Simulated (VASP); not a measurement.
VASP input:

### POSCAR
```
YN
1
    0.0000000000     2.4400000000     2.4400000000
    2.4400000000     0.0000000000     2.4400000000
    2.4400000000     2.4400000000     0.0000000000
Y N
1 1
Direct
  0.0000000000   0.0000000000   0.0000000000
  0.5000000000   0.5000000000   0.5000000000
```

### INCAR
```
# general
SYSTEM   = YN
PREC     = Accurate
ENCUT    = 520
LREAL    = .FALSE.
LASPH    = .TRUE.

# electronic loop
EDIFF    = 1E-6
NELM     = 100
ALGO     = Normal
LMAXMIX  = 4

# smearing
ISMEAR   = 0
SIGMA    = 0.05

# functional
GGA      = ML
LUSE_VDW = .TRUE.
AGGAC    = 0.0
ZAB_VDW  = -1.8867

# ions
IBRION   = 2
NSW      = 60
ISIF     = 3
EDIFFG   = -0.01

# output
LWAVE    = .FALSE.
LCHARG   = .FALSE.
```

**KPOINTS**
```
Regular mesh
0
Gamma
8 8 8
0 0 0
```

POTCAR, in this order: Y_sv N (PBE.64 set). Program: vasp_std.

Write an equivalent input for Quantum ESPRESSO's pw.x.

One equivalent input (not run):
```
&CONTROL
  calculation = 'vc-relax'
  pseudo_dir = './pseudo'
  outdir = './out'
  tprnfor = .true.
  tstress = .true.
  nstep = 60
  forc_conv_thr = 0.00039
/
&SYSTEM
  ibrav = 0
  nat = 2
  ntyp = 2
  ecutwfc = 84
  occupations = 'smearing'
  smearing = 'gaussian'
  degauss = 0.003675
  input_dft = 'vdw-df2'
/
&ELECTRONS
  conv_thr = 7.3e-08
  electron_maxstep = 100
/
&IONS
/
&CELL
/
ATOMIC_SPECIES
  Y 88.906 Y.upf
  N 14.007 N.upf
CELL_PARAMETERS angstrom
     0.0000000    2.4400000    2.4400000
     2.4400000    0.0000000    2.4400000
     2.4400000    2.4400000    0.0000000
ATOMIC_POSITIONS crystal
  Y    0.0000000  0.0000000  0.0000000
  N    0.5000000  0.5000000  0.5000000
K_POINTS automatic
  8 8 8 0 0 0
```
Limits of the translation: the potentials are each code's own (VASP's PAW set, PseudoDojo norm-conserving files in pw.x), so ENCUT and ecutwfc are chosen apart and not converted; conv_thr bounds pw.x's estimated SCF error, while EDIFF bounds the energy change between steps; forc_conv_thr acts on force components and is met together with etot_conv_thr.

The compound is YN in the rock salt structure. This run relaxes it. Symmetry was kept, so distortions that lower it aren't found.
